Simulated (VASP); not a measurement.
H18SO8, 27 atoms in the cell. The cell holds a amorphous, 27 atoms: a = 6.910 Å, b = 6.910 Å, c = 6.910 Å, α = 90.00°, β = 90.00°, γ = 90.00°. The cell was built by a generator and needn't be a form met in nature.

- Program: VASP 6.6.1
- Task: single point
- Functional: PBE
- Dispersion: D3(BJ)
- Potentials or basis: VASP PAW PBE potentials, release 64 (O, H, S)
- Cutoff: 520 eV
- k mesh: 1 × 1 × 1
- Occupations: fermi-dirac, width 0.02 eV
- Spin: no spin polarisation
- Dipole correction: no
- Further INCAR settings: LREAL = Auto; ALGO = Normal; EDIFF = 1e-06; NBANDS = 55

Potentials or basis: VASP PAW PBE potentials, release 64 (O, H, S).

The run is started by

```sh
$ cat potpaw_PBE.64/O/POTCAR potpaw_PBE.64/H/POTCAR potpaw_PBE.64/S/POTCAR > POTCAR
$ mpirun -np 1 vasp_gam > vasp.out
```

Hardware: 1 thread of Intel(R) Xeon(R) Platinum 8488C (Sapphire Rapids), on a shared host.

Question: Estimate the wall time of this run.

Answer: Wall time 27 s on 1 thread of Intel(R) Xeon(R) Platinum 8488C (Sapphire Rapids), on a shared host, peak memory 0.39 GiB. Counts: scf iterations 16, k points 1.
